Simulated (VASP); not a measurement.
Calculation: PW91 GGA, VASP's PBE PAW potentials (set 64) (plane waves; VASP).

The input files of a VASP run:

INCAR:
```
SYSTEM = BP
PREC = Accurate
ENCUT = 520
EDIFF = 1E-7
NELM = 100
ALGO = Normal
LREAL = .FALSE.
LASPH = .TRUE.
ISMEAR = 0
SIGMA = 0.05
GGA = 91
LWAVE = .FALSE.
LCHARG = .FALSE.
LORBIT = 11
ICHARG = 11
```

File POSCAR:
```
BP
1
   -0.0000000000     2.2741001481     2.2741001481
    2.2741001481    -0.0000000000     2.2741001481
    2.2741001481     2.2741001481     0.0000000000
B P
1 1
Direct
  0.0000000000   0.0000000000   0.0000000000
  0.2500000000   0.2500000000   0.2500000000
```

KPOINTS:
```
k-points along high-symmetry lines
15
Line-mode
Reciprocal
  0.000000   0.000000   0.000000 ! GAMMA
 -0.500000  -0.500000   0.000000 ! X

 -0.500000  -0.500000   0.000000 ! X
 -0.375000  -0.375000   0.250000 ! U

 -0.375000   0.000000   0.375000 ! K
  0.000000   0.000000   0.000000 ! GAMMA

  0.000000   0.000000   0.000000 ! GAMMA
 -0.000000  -0.000000   0.500000 ! L

 -0.000000  -0.000000   0.500000 ! L
 -0.500000  -0.250000   0.250000 ! W

 -0.500000  -0.250000   0.250000 ! W
 -0.500000  -0.500000   0.000000 ! X
```

POTCAR, in this order: B P (PBE.64 set). Program: vasp_std. Read from the step before: CHGCAR.

Output

**OSZICAR**
```
       N       E                     dE             d eps       ncg     rms          rms(c)
DAV:   1     0.123174912732E+02    0.12317E+02   -0.41963E+03  1440   0.899E+02
DAV:   2    -0.106526456998E+02   -0.22970E+02   -0.21543E+02  2256   0.109E+02
DAV:   3    -0.109406869245E+02   -0.28804E+00   -0.28804E+00  1800   0.155E+01
DAV:   4    -0.109413946949E+02   -0.70777E-03   -0.70777E-03  2256   0.732E-01
DAV:   5    -0.109413955715E+02   -0.87665E-06   -0.87665E-06  1872   0.166E-02
DAV:   6    -0.109413955731E+02   -0.15568E-08   -0.15567E-08  2320   0.638E-04
   1 F= -.10941396E+02 E0= -.10941396E+02  d E =-.109480E-14
```

### OUTCAR
```
 val. band max:        7.3022752898   @ k =   0.0000   0.0000   0.0000

 cond. band min:       8.5865185156   @ k =  -0.4286  -0.4286   0.0000



 k-point     1 :       0.0000    0.0000    0.0000
  band No.  band energies     occupation
      1      -8.0679      2.00000
      2       7.3023      2.00000
      3       7.3023      2.00000
      4       7.3023      2.00000
      5      10.7235      0.00000
      6      10.7235      0.00000
      7      10.7235      0.00000
      8      14.5827      0.00000

 k-point     2 :      -0.0357   -0.0357    0.0000
  band No.  band energies     occupation
      1      -8.0374      2.00000
      2       7.1663      2.00000
      3       7.1663      2.00000
      4       7.1930      2.00000
      5      10.6600      0.00000
      6      10.8934      0.00000
      7      10.8934      0.00000
      8      14.6700      0.00000

 k-point     3 :      -0.0714   -0.0714    0.0000
  band No.  band energies     occupation
      1      -7.9459      2.00000
      2       6.8227      2.00000
      3       6.8227      2.00000
      4       6.8815      2.00000
      5      10.4875      0.00000
      6      11.3384      0.00000
      7      11.3384      0.00000
      8      14.8674      0.00000

 k-point     4 :      -0.1071   -0.1071    0.0000
  band No.  band energies     occupation
      1      -7.7939      2.00000
      2       6.3786      2.00000
      3       6.3786      2.00000
      4       6.4072      2.00000
      5      10.2436      0.00000
      6      11.9499      0.00000
      7      11.9499      0.00000
      8      14.9613      0.00000

 k-point     5 :      -0.1429   -0.1429    0.0000
  band No.  band energies     occupation
      1      -7.5818      2.00000
      2       5.8132      2.00000
      3       5.9050      2.00000
      4       5.9050      2.00000
      5       9.9643      0.00000
      6      12.6547      0.00000
      7      12.6547      0.00000
      8      14.6443      0.00000
...
```

The density is held fixed in this step, so its total energy and stress have no physical meaning.

The compound is BP in the zinc blende structure. It was relaxed first.
